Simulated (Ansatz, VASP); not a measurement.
# CoSi: VASP beside Ansatz, part 2 of 2

Wanted: the spread between two codes on one cell, functional and k mesh.  The cell comes out of the VASP series on this material, whose earlier steps may have relaxed, scaled or displaced it; both programs get it as it stands.

VASP 6.6.1 and Ansatz 0.2.0.

So far: Starting point; VASP: relaxation of cell and atoms, PBEsol with D3(BJ), DFT+U.

### 3. Ansatz: relaxation of cell and atoms, PBEsol with D3(BJ), DFT+U

Level of this step: Ansatz beside VASP: Kohn-Sham DFT, plane waves, PBEsol with D3(BJ), DFT+U (Ansatz).

Ansatz runs on its default PAW (the set named soft_2) files.

The same cell, functional, mesh and smearing now go to Ansatz, which takes its cutoff from its data sets.

input.yaml reads:

```yaml
crystal:
  lattice:
    - [4.2850269963, 0.0, 0.0]
    - [0.0, 4.2850269963, 0.0]
    - [0.0, 0.0, 4.2850269963]
  atoms:
    - { symbol: Co, position: [0.853840427, 0.646159573, 0.353840427], spin: 2.0 }
    - { symbol: Co, position: [0.646159573, 0.353840427, 0.853840427], spin: 2.0 }
    - { symbol: Co, position: [0.353840427, 0.853840427, 0.646159573], spin: 2.0 }
    - { symbol: Co, position: [0.146159573, 0.146159573, 0.146159573], spin: 2.0 }
    - { symbol: Si, position: [0.1567342484, 0.3432657516, 0.6567342484] }
    - { symbol: Si, position: [0.3432657516, 0.6567342484, 0.1567342484] }
    - { symbol: Si, position: [0.6567342484, 0.1567342484, 0.3432657516] }
    - { symbol: Si, position: [0.8432657516, 0.8432657516, 0.8432657516] }
hamiltonian:
  xc: pbesol
  pseudopotentials: { kind: paw }
  dispersion: d3bj
  hubbard: { sites: [{ species: Co, l: d, u_eff: 4.0 }] }
magnetization:
  spin_polarized: true
kpoints:
  mp_grid: { grid: [5, 5, 5] }
scf:
  occupations: { method: gaussian, width: 0.05 }
relax:
  f_tol: 0.01
  max_steps: 60
  cell: { stress_tol: 0.05 }
output:
  forces: true
  stress: true
  write_density: true
  write_potential: true
  elf: true
  volumetric_format: npy
```

Started as:

```
$ ansatz run input.yaml --threads 4 --pin off --max-ram 9216MiB --backend cpu --events-out ev --progress --plain --runs-dir out
```

Numbers of over 12 decimals in the logs are rounded to 6 here.

The log of the run:

```text
Co: projections on atomic orbitals take those of the free atom [Ne] 3s2 3p6 3d7 4s2, of charge +0.00 (hamiltonian.pseudopotentials.projection_atoms); the dataset's partial waves leave at most 1.4e-6 of an orbital's norm unspanned inside its sphere
Si: projections on atomic orbitals take those of the free atom [Ne] 3s2 3p2, of charge +0.00 (hamiltonian.pseudopotentials.projection_atoms); the dataset's partial waves leave at most 6.1e-8 of an orbital's norm unspanned inside its sphere
Engine: ansatz 0.2.0, aarch64-unknown-linux-gnu
Pseudopotentials: kind: paw
Pseudopotential: Co, paw, valence charge 17, recommended cutoff 420 eV (normal), Co.paw.azcp
Pseudopotential: Si, paw, valence charge 4, recommended cutoff 420 eV (normal), Si.paw.azcp
Functional definition: PBEsol
  exchange = pbesol_x
  correlation = pbesol_c
Crystal: 8 atoms, lattice volume = 78.679 Å³
Basis set: ecut = 420 eV, 1551 PW (Γ), exchange–correlation on 60×60×60 points (8 copies of the dense FFT grid, shifted against one another)
Bands: 56, of which v1, the nominal top of the filled ones, is band 42 counted from 1 (41 counted from 0)
Symmetry: 12 space group operations
Space group: P213 (ITA 198), of the structure as read, at distance tolerance 4.3e-5 Å
Magnetic group: BNS 198.9 (UNI 1511), of the structure as read, at distance tolerance 4.3e-5 Å
k-points: 11 of 125 (time reversal used)
Non-local potential: Co, projectors of the file, l = 0: 3, l = 1: 2, l = 2: 3, l = 3: 1
Non-local potential: Si, projectors of the file, l = 0: 2, l = 1: 2, l = 2: 2
PAW form: soft (Blöchl's): semilocal exchange-correlation on the pseudo side does not see the compensation charge
PAW frozen core: Co, regenerated for the run's functional, and the local potential with it (the file was generated under x = pbe(κ = 0.804, μ = 0.219515), c = pbe(β = 0.066725))
PAW frozen core: Si, regenerated for the run's functional, and the local potential with it (the file was generated under x = pbe(κ = 0.804, μ = 0.219515), c = pbe(β = 0.066725))
PAW one-centre angular grid: Co, 590 points (default); XC on 64 Gauss nodes
PAW one-centre angular grid: Si, 110 points (default); XC on 64 Gauss nodes
Initial density: superposition of atomic densities (chi_scale 0.1, normalization cell)
Starting moments: Σ|m| = 8 μB on 4 of 8 sites
Initial wavefunctions: pseudopotential atomic-orbital guess
Functional: x = pbesol(κ = 0.804, μ = 0.123457), c = pbesol(β = 0.046)
SCF iter   1: F=—  HF=-22852.827432 eV  |F-HF|=—  |Δ(HF+E_count)|=         —  Δρ=1.22e-1 (↑6.32e-2 ↓1.22e-1)  dr2=6.20e0  dr2_m=5.63e0  M=2.976 μB ∫|m|=4.714 μB  β_m=0.30  ethr=3.10e-3  ⟨swp⟩=6.7  Hψ=4808  notcnv=0  defer=2
preconditioner: auto → Kerker (q_TF=auto, 2.758 Å⁻¹)  [metal: Δε(μ)=0.048 eV  Ē_g=9.720 eV  σ=0.050 eV  W_gap=0.49  n_scr=26 (ndim 8)  ℏωp=30.2 eV  f_vac=0.000  D(μ)=2.88/eV (n_scr^D=26)]
spin=Collinear: Kerker preconditioning applied to the charge; magnetization (m = ρ↑ − ρ↓) channel mixes plain (no charge-response kernel on spin).
SCF iter   2: F=—  HF=-22853.828956 eV  |F-HF|=—  |Δ(HF+E_count)|=    1.00e0  Δρ=7.24e-2 (↑6.82e-2 ↓7.24e-2)  dr2=2.02e0  dr2_m=3.23e0  M=2.902 μB ∫|m|=4.508 μB  β_m=0.30  ethr=3.10e-3  ⟨swp⟩=2.4  Hψ=1888  notcnv=0  defer=139
preconditioner: auto → Resta (q_TF=auto, 2.758 Å⁻¹)  ε∞=10.9  [insulator: Δε(μ)=0.063 eV  Ē_g=9.605 eV  σ=0.050 eV  W_gap=0.51  n_scr=26 (ndim 8)  ℏωp=30.2 eV  f_vac=0.000  D(μ)=3.58/eV (n_scr^D=26)  ε∞_Penn≈10.9]
spin=Collinear: Resta preconditioning applied to the charge; magnetization (m = ρ↑ − ρ↓) channel mixes plain (no charge-response kernel on spin).
SCF iter   3: F=—  HF=-22854.231062 eV  |F-HF|=—  |Δ(HF+E_count)|=   4.02e-1  Δρ=5.97e-2 (↑5.57e-2 ↓5.97e-2)  dr2=9.69e-1  dr2_m=2.25e0  M=2.656 μB ∫|m|=4.162 μB  β_m=0.30  ethr=2.40e-3  ⟨swp⟩=2.0  Hψ=1234  notcnv=0  defer=139
SCF iter   4: F=—  HF=-22854.350018 eV  |F-HF|=—  |Δ(HF+E_count)|=   1.19e-1  Δρ=4.99e-2 (↑4.99e-2 ↓3.06e-2)  dr2=2.51e-1  dr2_m=1.16e0  M=2.719 μB ∫|m|=4.082 μB  β_m=0.30  ethr=1.15e-3  ⟨swp⟩=2.7  Hψ=1920  notcnv=0  defer=138
SCF iter   5: F=—  HF=-22854.599237 eV  |F-HF|=—  |Δ(HF+E_count)|=   2.49e-1  Δρ=3.90e-2 (↑3.40e-2 ↓3.90e-2)  dr2=2.23e-2  dr2_m=9.59e-1  M=2.500 μB ∫|m|=3.741 μB  β_m=0.30  ethr=2.99e-4  ⟨swp⟩=2.5  Hψ=1960  notcnv=0  defer=145
SCF iter   6: F=—  HF=-22854.764542 eV  |F-HF|=—  |Δ(HF+E_count)|=   1.65e-1  Δρ=3.12e-2 (↑3.12e-2 ↓2.94e-2)  dr2=2.57e-3  dr2_m=6.61e-1  M=2.407 μB ∫|m|=3.548 μB  β_m=0.30  ethr=2.66e-5  ⟨swp⟩=2.0  Hψ=1781  notcnv=0  defer=145
SCF iter   7: F=—  HF=-22854.872460 eV  |F-HF|=—  |Δ(HF+E_count)|=   1.08e-1  Δρ=2.72e-2 (↑2.72e-2 ↓2.34e-2)  dr2=8.65e-3  dr2_m=4.62e-1  M=2.329 μB ∫|m|=3.377 μB  β_m=0.30  ethr=3.07e-6  ⟨swp⟩=2.4  Hψ=2302  notcnv=0  defer=145
SCF iter   8: F=—  HF=-22854.935086 eV  |F-HF|=—  |Δ(HF+E_count)|=   6.26e-2  Δρ=2.20e-2 (↑2.04e-2 ↓2.20e-2)  dr2=1.80e-3  dr2_m=3.25e-1  M=2.275 μB ∫|m|=3.221 μB  β_m=0.30  ethr=3.07e-6  ⟨swp⟩=2.0  Hψ=1606  notcnv=0  defer=145
SCF iter   9: F=—  HF=-22854.976850 eV  |F-HF|=—  |Δ(HF+E_count)|=   4.18e-2  Δρ=1.90e-2 (↑1.65e-2 ↓1.90e-2)  dr2=4.14e-3  dr2_m=2.28e-1  M=2.230 μB ∫|m|=3.094 μB  β_m=0.30  ethr=2.14e-6  ⟨swp⟩=2.0  Hψ=1620  notcnv=0  defer=145
[...]
SCF iter  47: F=—  HF=-22855.146831 eV  |F-HF|=—  |Δ(HF+E_count)|=   2.89e-3  Δρ=6.18e-3 (↑5.28e-3 ↓6.18e-3)  dr2=3.26e-3  dr2_m=2.35e-2  M=2.230 μB ∫|m|=2.835 μB  β_m=0.02  ethr=1.25e-6  ⟨swp⟩=2.0  Hψ=9227  notcnv=0  defer=855
SCF iter  48: F=—  HF=-22855.150483 eV  |F-HF|=—  |Δ(HF+E_count)|=   3.65e-3  Δρ=5.64e-3 (↑4.32e-3 ↓5.64e-3)  dr2=2.64e-3  dr2_m=1.81e-2  M=2.219 μB ∫|m|=2.804 μB  β_m=0.06  ethr=1.25e-6  ⟨swp⟩=2.0  Hψ=8673  notcnv=0  defer=855
SCF iter  49: F=—  HF=-22855.164551 eV  |F-HF|=—  |Δ(HF+E_count)|=   1.41e-2  Δρ=4.96e-3 (↑4.68e-3 ↓4.96e-3)  dr2=8.77e-4  dr2_m=1.70e-2  M=1.978 μB ∫|m|=2.536 μB  β_m=0.08  ethr=1.25e-6  ⟨swp⟩=2.6  Hψ=11663  notcnv=0  defer=855
SCF iter  50: F=—  HF=-22855.193960 eV  |F-HF|=—  |Δ(HF+E_count)|=   2.94e-2  Δρ=1.55e-2 (↑1.24e-2 ↓1.55e-2)  dr2=8.22e-3  dr2_m=1.43e-1  M=1.311 μB ∫|m|=2.017 μB  β_m=0.03  ethr=1.04e-6  ⟨swp⟩=2.6  Hψ=13335  notcnv=0  defer=855  recentre
SCF iter  51: F=—  HF=-22856.245919 eV  |F-HF|=—  |Δ(HF+E_count)|=         —  Δρ=6.65e-2 (↑6.65e-2 ↓6.58e-2)  dr2=2.54e-2  dr2_m=3.21e0  M=0.194 μB ∫|m|=0.784 μB  β_m=0.08  ethr=1.04e-6  ⟨swp⟩=3.0  Hψ=14190  notcnv=0  defer=870
Mixer restart at iter 51: flushing history
SCF iter  52: F=—  HF=-22856.153581 eV  |F-HF|=—  |Δ(HF+E_count)|=         —  Δρ=6.24e-2 (↑6.24e-2 ↓6.24e-2)  dr2=2.23e-2  dr2_m=2.86e0  M=0.169 μB ∫|m|=0.726 μB  β_m=0.08  ethr=1.04e-6  ⟨swp⟩=2.0  Hψ=10875  notcnv=0  defer=870
Mixer restart at iter 52: flushing history
SCF iter  53: F=—  HF=-22856.067124 eV  |F-HF|=—  |Δ(HF+E_count)|=         —  Δρ=5.88e-2 (↑5.83e-2 ↓5.88e-2)  dr2=1.99e-2  dr2_m=2.52e0  M=0.154 μB ∫|m|=0.682 μB  β_m=0.08  ethr=1.04e-6  ⟨swp⟩=2.0  Hψ=9808  notcnv=0  defer=870
Mixer restart at iter 53: flushing history
SCF iter  54: F=—  HF=-22855.983534 eV  |F-HF|=—  |Δ(HF+E_count)|=   8.36e-2  Δρ=5.51e-2 (↑5.42e-2 ↓5.51e-2)  dr2=1.79e-2  dr2_m=2.19e0  M=0.149 μB ∫|m|=0.652 μB  β_m=0.50  ethr=1.04e-6  ⟨swp⟩=2.0  Hψ=9748  notcnv=0  defer=867
SCF iter  55: F=—  HF=-22855.489948 eV  |F-HF|=—  |Δ(HF+E_count)|=   4.94e-1  Δρ=8.13e-3 (↑8.13e-3 ↓6.78e-3)  dr2=2.41e-3  dr2_m=4.00e-2  M=0.018 μB ∫|m|=0.140 μB  β_m=0.49  ethr=1.04e-6  ⟨swp⟩=3.9  Hψ=17483  notcnv=0  defer=982
SCF iter  56: F=—  HF=-22855.484653 eV  |F-HF|=—  |Δ(HF+E_count)|=   5.29e-3  Δρ=1.83e-3 (↑1.17e-3 ↓1.83e-3)  dr2=2.33e-3  dr2_m=1.28e-3  M=0.005 μB ∫|m|=0.051 μB  β_m=0.66  ethr=1.04e-6  ⟨swp⟩=2.0  Hψ=13857  notcnv=0  defer=998
SCF converged after 6 iterations
Magnetization: -0.0000 μB (42.0000 up, 42.0000 down)
Absolute magnetization: 0.0000 μB (∫|ρ↑−ρ↓|, with the PAW one-centre terms)
Spin contamination: 0.0000 ħ² per cell (⟨S²⟩ above its minimum at these occupations)
Per-site moments (μB) at R_I (Å): [(-3.168995479244392e-7, 0.935048), (-3.168995480056657e-7, 0.935048), (-3.1689954806476646e-7, 0.935048), (-3.1689954803682236e-7, 0.935048), (7.014857753155098e-8, 0.935048), (7.014857718410497e-8, 0.935048), (7.01485774776143e-8, 0.935048), (7.01485774940198e-8, 0.935048)]
Free energy (F): -22855.484260 eV
Harris-Foulkes:  -22855.484260 eV  (|F-HF|=3.27e-11)
Internal energy: -22855.483297 eV  (E = F + TS)
E sigma→0 (E₀):  -22855.483778 eV
Entropy (-TS):   -0.000964 eV (-0.120 meV/atom)
Fermi energy:    17.666967 eV
--- Per-component energies (eV) ---
  E_band       = -838.713305
  E_kinetic    = 2033.570065
  E_local      = -13901.723654  (includes V_loc(G=0)·N_el)
  E_nonlocal   = 1950.376140
  E_hartree    = 6077.741807
  E_xc         = -868.499302
  E_vxc        = -1030.458241  (∫ρ·V_xc dr)
  E_hubbard    = 11.645012  (on-site DFT+U / exact-exchange correction)
  E_vhub       = -42.510677  (the Hubbard potential's part of the band-sum identity)
  E_paw        = -7950.797296  (= ΣΔE_a)
  E_vpaw       = -2003.450349  (= ΣTr[D̂ρ^β])
  E_aug_tail   = 0.000460  (compensation charges beyond the density's cutoff)
  E_ewald      = -10204.915145
  E_disp       = -3.761303  (pairwise vdW)
  E_core_change = 0.879920  (= ΣΔE_core)
  E_smearing   = -0.000964  (= −TS)
  E_closure    = -0.000000  (closes the sum)
  Σ components = -22855.484260   (vs F -22855.484260, Δ=0.00e0)
--- Forces (eV/Å), atoms counted from 1 ---
  atom   1  Co     0.00022602    -0.00022602     0.00022602
  atom   2  Co    -0.00022602     0.00022602     0.00022602
  atom   3  Co     0.00022602     0.00022602    -0.00022602
  atom   4  Co    -0.00022602    -0.00022602    -0.00022602
  atom   5  Si    -0.00088260     0.00088260    -0.00088260
  atom   6  Si     0.00088260    -0.00088260    -0.00088260
  atom   7  Si    -0.00088260    -0.00088260     0.00088260
  atom   8  Si     0.00088260     0.00088260     0.00088260
  max |Σ_I F_I| component: 4.25e-17 eV/Å
--- Stress (GPa, compression-positive) ---
        0.048151      -0.000000      -0.000000
       -0.000000       0.048151      -0.000000
       -0.000000      -0.000000       0.048151
  P = ⅓ Tr σ = 0.0482 GPa (0.482 kbar)
--- Band table (eV; the first three rows and the last of 22) ---
  k-point 0 ↑: bands = [... 38 lower, 16.5662, 16.5662, 17.6517, 17.6517, 17.6517, 20.7177, 20.7177, 20.7177, ... 10 higher]
  k-point 1 ↑: bands = [... 38 lower, 16.6068, 16.8408, 17.3365, 17.5231, 18.3857, 19.9142, 19.9508, 20.2372, ... 10 higher]
  k-point 2 ↑: bands = [... 38 lower, 16.7503, 16.8423, 17.1297, 17.2039, 18.7771, 19.1283, 19.5865, 19.6894, ... 10 higher]
  k-point 10 ↓: bands = [... 38 lower, 16.1143, 16.2339, 17.2242, 17.3294, 17.7446, 17.9267, 21.9479, 22.8698, ... 10 higher]
--- Relaxed structure (4 steps of the walk, 4 accepted, 1 SCFs on fresh bases) ---
  F+E_penalty+E_count = -22855.48426013 eV   max|allowed force component| = 8.826e-4 eV/Å   (the final SCF, on the basis selected at the relaxed cell)
  cell:  # Å, volume = 80.8022 Å³
    - [4.323224, 0, 0]
    - [0, 4.323224, 0]
    - [0, 0, 4.323224]
  atoms:
    - { symbol: Co, position: [0.853792, 0.646208, 0.353792] }
    - { symbol: Co, position: [0.646208, 0.353792, 0.853792] }
    - { symbol: Co, position: [0.353792, 0.853792, 0.646208] }
    - { symbol: Co, position: [0.146208, 0.146208, 0.146208] }
    - { symbol: Si, position: [0.156512, 0.343488, 0.656512] }
    - { symbol: Si, position: [0.343488, 0.656512, 0.156512] }
    - { symbol: Si, position: [0.656512, 0.156512, 0.343488] }
    - { symbol: Si, position: [0.843488, 0.843488, 0.843488] }
```

Wall time 1.7 min (4 threads of Arm Neoverse V2, shared host); peak memory 0.81 GiB.

### 4. Side by side

Known differences besides the PAW data sets themselves: U acts on the PAW sphere in VASP and on atomic orbitals in Ansatz, so only states and trends compare; both relaxations stop at a tolerance, which leaves soft axes loose, and VASP keeps its plane-wave basis; the data sets hold 84 valence electrons in Ansatz (default PAW (the set named soft_2) files) and 52 in VASP; the cutoff is 420 eV in Ansatz and 400 eV in VASP; Ansatz makes its cores anew for this functional, VASP keeps those of its PBE data sets; Ansatz adds a Pulay correction to the stress that steers its cell, VASP none. Total energies have different zeros and are not compared.

Compared:

```tsv
quantity	Ansatz	VASP	difference
volume (Å³)	80.80	78.61	+2.79 %
edge a after relaxation, in the typed setting (Å)	4.323	4.284	+0.92 %
```

The walks stopped with 0.05 GPa left in Ansatz and 0.03 GPa in VASP; each walk ends within a tolerance, so the volume difference is uncertain by about these residues over the bulk modulus, most in soft cells.

### 5. Ansatz: zone-centre phonons, PBEsol with D3(BJ), DFT+U

Second derivatives magnify differences that forces hide, and they need a tight electronic threshold.

The cell comes out of the VASP series on this material, whose earlier steps may have relaxed, scaled or displaced it; both programs get it as it stands.

input.yaml reads:

```yaml
crystal:
  lattice:
    - [4.2837362901, 0.0, 0.0]
    - [0.0, 4.2837362901, 0.0]
    - [0.0, 0.0, 4.2837362901]
  atoms:
    - { symbol: Co, position: [0.8538424747, 0.6461575253, 0.3538424747], spin: 2.0 }
    - { symbol: Co, position: [0.6461575253, 0.3538424747, 0.8538424747], spin: 2.0 }
    - { symbol: Co, position: [0.3538424747, 0.8538424747, 0.6461575253], spin: 2.0 }
    - { symbol: Co, position: [0.1461575253, 0.1461575253, 0.1461575253], spin: 2.0 }
    - { symbol: Si, position: [0.1567127498, 0.3432872502, 0.6567127498] }
    - { symbol: Si, position: [0.3432872502, 0.6567127498, 0.1567127498] }
    - { symbol: Si, position: [0.6567127498, 0.1567127498, 0.3432872502] }
    - { symbol: Si, position: [0.8432872502, 0.8432872502, 0.8432872502] }
hamiltonian:
  xc: pbesol
  pseudopotentials: { kind: paw }
  dispersion: d3bj
  hubbard: { sites: [{ species: Co, l: d, u_eff: 4.0 }] }
magnetization:
  spin_polarized: true
kpoints:
  mp_grid: { grid: [7, 7, 7] }
scf:
  occupations: { method: methfessel_paxton, width: 0.2 }
phonons:
  method: dfpt
  qpoints: [[0, 0, 0]]
```

The log of the run:

```text
[...]
Crystal: 8 atoms, lattice volume = 78.608 Å³
Basis set: ecut = 420 eV, 1551 PW (Γ), exchange–correlation on 60×60×60 points (8 copies of the dense FFT grid, shifted against one another)
Bands: 56, of which v1, the nominal top of the filled ones, is band 42 counted from 1 (41 counted from 0)
Symmetry: 12 space group operations
[...]
k-points: 24 of 343 (time reversal used)
[...]
--- Phonons (arbitrary-q DFPT): 1 explicit q-point ---
  q = [0, 0, 0] (of the zone-centre solve; hermiticity 1.80e-7, symmetrization 1.19e-13): -0.00 -0.00 -0.00 231.82 237.66 237.66 255.51 255.51 255.51 279.72 279.72 279.72 356.93 356.93 356.93 362.83 362.83 404.30 408.14 408.14 408.14 481.25 481.25 481.25
  sum rule: each row above includes the acoustic sum rule's correction from the zone centre's row sums; it moved no ω² by more than (1.02 cm⁻¹)²
[key lines of the parts left out:]
SCF converged after 5 iterations
Magnetization: 0.0000 μB (42.0000 up, 42.0000 down)
Free energy (F): -22855.424437 eV
Fermi energy:    18.252285 eV
```

It took 5.5 min on 4 threads; peak memory 3.8 GiB; 21 min of CPU time.

### 6. VASP: zone-centre phonons, PBEsol with D3(BJ), DFT+U

The same cell, functional, mesh and smearing now go to VASP, with its own data sets and cutoff.

INCAR reads:

```
SYSTEM = CoSi
PREC = Accurate
ENCUT = 400
EDIFF = 1E-08
NELM = 100
ISMEAR = 1
SIGMA = 0.2
LREAL = .FALSE.
ALGO = Normal
GGA = PS
IVDW = 12
NBANDS = 43
ISPIN = 2
MAGMOM = 2 2 2 2 0 0 0 0
LDAU = .TRUE.
LDAUTYPE = 2
LDAUL = 2 -1
LDAUU = 4 0
LDAUJ = 0 0
LDAUPRINT = 1
LASPH = .TRUE.
LMAXMIX = 4
LORBIT = 11
LWAVE = .FALSE.
LCHARG = .FALSE.
KPAR = 4
IBRION = 6
NFREE = 2
POTIM = 0.015
ISIF = 2
NSW = 1
```

POSCAR reads:

```
CoSi
1.0
    4.2837362901      0.0000000000      0.0000000000
    0.0000000000      4.2837362901      0.0000000000
    0.0000000000      0.0000000000      4.2837362901
Co Si
4 4
Direct
    0.8538424747      0.6461575253      0.3538424747
    0.6461575253      0.3538424747      0.8538424747
    0.3538424747      0.8538424747      0.6461575253
    0.1461575253      0.1461575253      0.1461575253
    0.1567127498      0.3432872502      0.6567127498
    0.3432872502      0.6567127498      0.1567127498
    0.6567127498      0.1567127498      0.3432872502
    0.8432872502      0.8432872502      0.8432872502
```

KPOINTS reads:

```
Automatic mesh
0
Gamma
7 7 7
0 0 0
```

Potentials, in the order of the species: Co and Si (PBE family, release 64).

Started as:

```
$ mpirun -np 4 vasp_std
```

The log of the run:

```text
[banner, memory and clock lines left out]
running    4 mpi-ranks, on    1 nodes
[...]
[... a notice as in an earlier step ...]

 LDA part: xc-table for (Slater+PW92), standard interpolation
 POSCAR, INCAR and KPOINTS ok, starting setup
[...]
entering main loop
       N       E                     dE             d eps       ncg     rms          rms(c)
DAV:   1     0.337893450069E+03    0.33789E+03   -0.17880E+04  4128   0.118E+03
DAV:   2    -0.183804966297E+02   -0.35627E+03   -0.32945E+03  4131   0.292E+02
DAV:   3    -0.477358716958E+02   -0.29355E+02   -0.27754E+02  4614   0.100E+02
DAV:   4    -0.485248760946E+02   -0.78900E+00   -0.78454E+00  4850   0.163E+01
[...]
DAV:  19    -0.458255849557E+02   -0.17797E-06   -0.58356E-07  5543   0.778E-03    0.785E-04
DAV:  20    -0.458255849734E+02   -0.17697E-07   -0.96421E-08  4231   0.242E-03    0.667E-04
DAV:  21    -0.458255849819E+02   -0.84665E-08   -0.22374E-08  3063   0.131E-03
   1 F= -.49691726E+02 E0= -.49696075E+02  d E =0.130483E-01  mag=    -0.0001
[... from here on, the cycles between the ionic steps are left out ...]
   2 F= -.49690011E+02 E0= -.49694359E+02  d E =0.130434E-01  mag=    -0.0000
   3 F= -.49690058E+02 E0= -.49694408E+02  d E =0.130522E-01  mag=     0.0000
   4 F= -.49690128E+02 E0= -.49694467E+02  d E =0.130170E-01  mag=    -0.0000
   5 F= -.49690124E+02 E0= -.49694483E+02  d E =0.130789E-01  mag=    -0.0000
 Finite differences progress:
  Degree of freedom:   2/  2
  Displacement:        2/  2
  Total:               4/  4
```

Parts of OUTCAR (step 6):

```text
 Edisp (eV)   -3.86614

 magnetization (x)
# of ion       s       p       d       tot
------------------------------------------
    1        0.000  -0.000  -0.000  -0.000
    2        0.000  -0.000  -0.000  -0.000
    3        0.000  -0.000  -0.000  -0.000
    4        0.000  -0.000  -0.000  -0.000
    5       -0.000  -0.000   0.000  -0.000
    6       -0.000  -0.000   0.000  -0.000
    7       -0.000  -0.000   0.000  -0.000
    8       -0.000  -0.000   0.000  -0.000
--------------------------------------------------
tot         -0.000  -0.000  -0.000  -0.000

[... 1 further part left out ...]
```

The last energy, forces, stress and levels in OUTCAR belong to the last displaced cell, not to the cell of POSCAR.

### 7. Side by side

What differs besides the data sets and the points named for the pairs above, as far as they apply: Ansatz takes the dispersion share of the force constants at frozen C6 weights, VASP differentiates the full forces; VASP uses finite displacements, Ansatz perturbation theory. Total energies have different zeros and are not compared.

Both answers:

```tsv
quantity	Ansatz	VASP	difference
mode 4 (cm⁻¹)	231.8	226.9	+2.16 %
mode 5 to 6 (cm⁻¹)	237.7	235.6	+0.86 %
mode 7 to 9 (cm⁻¹)	255.5	248.4	+2.87 %
mode 10 to 12 (cm⁻¹)	279.7	270.0	+3.62 %
mode 13 to 15 (cm⁻¹)	356.9	349.2	+2.22 %
mode 16 to 17 (cm⁻¹)	362.8	355.6	+2.03 %
mode 18 (cm⁻¹)	404.3	394.6	+2.47 %
mode 19 to 21 (cm⁻¹)	408.1	402.0	+1.52 %
mode 22 to 24 (cm⁻¹)	481.2	469.6	+2.47 %
```

### 8. Summary of results

- difference in volume (relaxation of cell and atoms, PBEsol with D3(BJ), DFT+U): 2.8 %
- difference in mode 10 to 12 (zone-centre phonons, PBEsol with D3(BJ), DFT+U): 3.6 %

What this shows: The difference in volume is 2.8 % (relaxation of cell and atoms, PBEsol with D3(BJ), DFT+U), beyond the 1.2 % picked in this series as the mark of a large difference, as far as the stopping tolerances let one tell. How closely two codes agree says nothing of how well the functional describes the real material.

[Lines on the potential files, build, host, timing and source positions are cut from VASP's logs without a mark.]

[Logs are printed without paths, hosts, clocks, repeated set-up lines and the standing remarks that a program may print on its own settings, such as how far it seeks lower states.]

[Hosts, paths, dates, database ids (printed as entryN), source tags and the programs' standing remarks are cut or masked in the printed files.]
